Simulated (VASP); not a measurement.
A VASP calculation is set up with these files.

INCAR:
```
SYSTEM = Hf2NiS4
PREC = Accurate; ENCUT = 400; LREAL = .False.
LASPH = .True.
EDIFF = 1E-7; NELM = 100; ALGO = Normal
LMAXMIX = 6
ISMEAR = -5
GGA = PS
ISIF = 2
LWAVE = .False.; LCHARG = .True.; LORBIT = 11
NEDOS = 601
LEFG = .True.
```

KPOINTS:
```
Automatic mesh
0
Gamma
  10 10 7
0 0 0
```

POSCAR:
```
Hf2NiS4
1
    6.4180723704    -1.7459454072    -0.0313607561
    6.4180723704     1.7459454072    -0.0313607561
   -2.7826203676     0.0000000000     5.3637090393
Hf Ni S
2 1 4
Direct
  0.2570152995   0.2570152995   0.2549777926
  0.7429847005   0.7429847005   0.7450222074
  0.0000000000   0.0000000000   0.0000000000
  0.8860060820   0.8860060820   0.2093064456
  0.1139939180   0.1139939180   0.7906935544
  0.3832846744   0.3832846744   0.7208063452
  0.6167153256   0.6167153256   0.2791936548
```

POTCAR, in this order: Hf_pv Ni S (PBE.64 set). Program: vasp_std.

Problem. Write an equivalent input for Quantum ESPRESSO's pw.x.

Solution. One equivalent input (not run):
```
&CONTROL
  calculation = 'scf'
  pseudo_dir = './pseudo'
  outdir = './out'
  tprnfor = .true.
  tstress = .true.
/
&SYSTEM
  ibrav = 0
  nat = 7
  ntyp = 3
  ecutwfc = 98
  occupations = 'tetrahedra'
  input_dft = 'pbesol'
/
&ELECTRONS
  conv_thr = 7.3e-09
  electron_maxstep = 100
/
ATOMIC_SPECIES
  Hf 178.490 Hf.upf
  Ni 58.693 Ni.upf
  S 32.060 S.upf
CELL_PARAMETERS angstrom
     6.4180724   -1.7459454   -0.0313608
     6.4180724    1.7459454   -0.0313608
    -2.7826204    0.0000000    5.3637090
ATOMIC_POSITIONS crystal
  Hf   0.2570153  0.2570153  0.2549778
  Hf   0.7429847  0.7429847  0.7450222
  Ni   0.0000000  0.0000000  0.0000000
  S    0.8860061  0.8860061  0.2093064
  S    0.1139939  0.1139939  0.7906936
  S    0.3832847  0.3832847  0.7208063
  S    0.6167153  0.6167153  0.2791937
K_POINTS automatic
  10 10 7 0 0 0
```
The two are equivalent in intent, not identical: the potentials are each code's own (VASP's PAW set, PseudoDojo norm-conserving files in pw.x), so ENCUT and ecutwfc are chosen apart and not converted; conv_thr bounds pw.x's estimated SCF error, while EDIFF bounds the energy change between steps; the field gradients of LEFG aren't asked of the other code.

The structure comes from a computed database's Hf2NiS4 entry (C2/m); how it stands against other phases isn't given here. It was relaxed first.
